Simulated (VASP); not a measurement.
OSZICAR of a VASP run on CaO (relaxed from the rock salt structure, space group Fm-3m):

File OSZICAR:
```
       N       E                     dE             d eps       ncg     rms          rms(c)
DAV:   1     0.149482119151E+03    0.14948E+03   -0.99151E+03  1128   0.159E+03
DAV:   2    -0.679606931505E+01   -0.15628E+03   -0.14780E+03  1304   0.375E+02
DAV:   3    -0.146176869443E+02   -0.78216E+01   -0.76442E+01  1408   0.843E+01
DAV:   4    -0.148974264447E+02   -0.27974E+00   -0.27924E+00  1664   0.139E+01
DAV:   5    -0.149004502166E+02   -0.30238E-02   -0.30235E-02  1360   0.155E+00    0.811E+00
DAV:   6    -0.134149334053E+02    0.14855E+01   -0.72326E+00  1304   0.264E+01    0.341E+00
DAV:   7    -0.133688580642E+02    0.46075E-01   -0.58679E-01  1516   0.797E+00    0.167E+00
DAV:   8    -0.133562953197E+02    0.12563E-01   -0.69534E-02  1280   0.305E+00    0.378E-01
DAV:   9    -0.133543482200E+02    0.19471E-02   -0.19112E-02  1388   0.121E+00    0.129E-01
DAV:  10    -0.133545428617E+02   -0.19464E-03   -0.16987E-03  1260   0.467E-01    0.219E-02
DAV:  11    -0.133545578771E+02   -0.15015E-04   -0.14690E-04  1564   0.121E-01    0.171E-02
DAV:  12    -0.133545534009E+02    0.44762E-05   -0.18124E-05  1364   0.525E-02    0.306E-03
DAV:  13    -0.133545534141E+02   -0.13279E-07   -0.16425E-06  1028   0.127E-02
   1 F= -.10198359E+02 E0= -.10198359E+02  d E =-.101984E+02
       N       E                     dE             d eps       ncg     rms          rms(c)
DAV:   1    -0.144753702234E+02   -0.11208E+01   -0.38409E+01  1232   0.766E+01    0.833E+00
DAV:   2    -0.132135100309E+02    0.12619E+01   -0.36467E+00  1192   0.201E+01    0.317E+00
DAV:   3    -0.129923937166E+02    0.22112E+00   -0.62144E-01  1964   0.111E+01    0.100E+00
DAV:   4    -0.129833196684E+02    0.90740E-02   -0.13610E-01  1748   0.346E+00    0.352E-01
DAV:   5    -0.129880221142E+02   -0.47024E-02   -0.26293E-03  1640   0.590E-01    0.276E-01
DAV:   6    -0.129972336834E+02   -0.92116E-02   -0.18826E-02  1800   0.718E-01    0.729E-02
DAV:   7    -0.129971307763E+02    0.10291E-03   -0.20519E-04  1964   0.130E-01    0.983E-03
DAV:   8    -0.129971327442E+02   -0.19679E-05   -0.70848E-06  1324   0.232E-02    0.310E-03
DAV:   9    -0.129971322349E+02    0.50929E-06   -0.41677E-07   776   0.922E-03
   2 F= -.10188090E+02 E0= -.10188090E+02  d E =0.102688E-01
       N       E                     dE             d eps       ncg     rms          rms(c)
DAV:   1    -0.136026109483E+02   -0.60548E+00   -0.10428E+01  1212   0.416E+01    0.414E+00
DAV:   2    -0.132953532953E+02    0.30726E+00   -0.11298E+00  1276   0.107E+01    0.170E+00
DAV:   3    -0.132297582459E+02    0.65595E-01   -0.15758E-01  1880   0.549E+00    0.588E-01
DAV:   4    -0.132250481508E+02    0.47101E-02   -0.54910E-02  1764   0.218E+00    0.241E-01
DAV:   5    -0.132250621674E+02   -0.14017E-04   -0.56818E-04  1364   0.280E-01    0.246E-01
DAV:   6    -0.132266960298E+02   -0.16339E-02   -0.65703E-04  1816   0.218E-01    0.199E-01
DAV:   7    -0.132287676006E+02   -0.20716E-02   -0.26377E-03  1828   0.368E-01    0.101E-01
DAV:   8    -0.132287359381E+02    0.31662E-04   -0.35522E-05  1720   0.668E-02    0.580E-02
DAV:   9    -0.132287529485E+02   -0.17010E-04   -0.54109E-06  1372   0.240E-02    0.403E-02
DAV:  10    -0.132287611444E+02   -0.81959E-05   -0.42268E-06  1196   0.254E-02    0.195E-02
DAV:  11    -0.132287609967E+02    0.14773E-06   -0.23482E-06  1176   0.188E-02
   3 F= -.10243688E+02 E0= -.10243688E+02  d E =-.453293E-01
```

Which electronic solver shows in the log?

It is blocked Davidson (ALGO = Normal, or the opening steps of other solvers). The INCAR had ALGO = Normal.

Can the final energy be trusted as converged?

The run converged. It stopped with EDIFF = 1E-6, NELM = 100, NSW = 40 and EDIFFG = -0.02 after 3 ionic steps (PBEsol GGA, plane waves, VASP's PBE PAW potentials (set 64)). Energy and stress use the plane-wave basis of the starting cell.

The structure was generated: CaO was put into the rock salt type (Fm-3m), which need not be its known phase. This run relaxes it under an external pressure of 20 GPa. Symmetry was kept, so distortions that lower it aren't found.
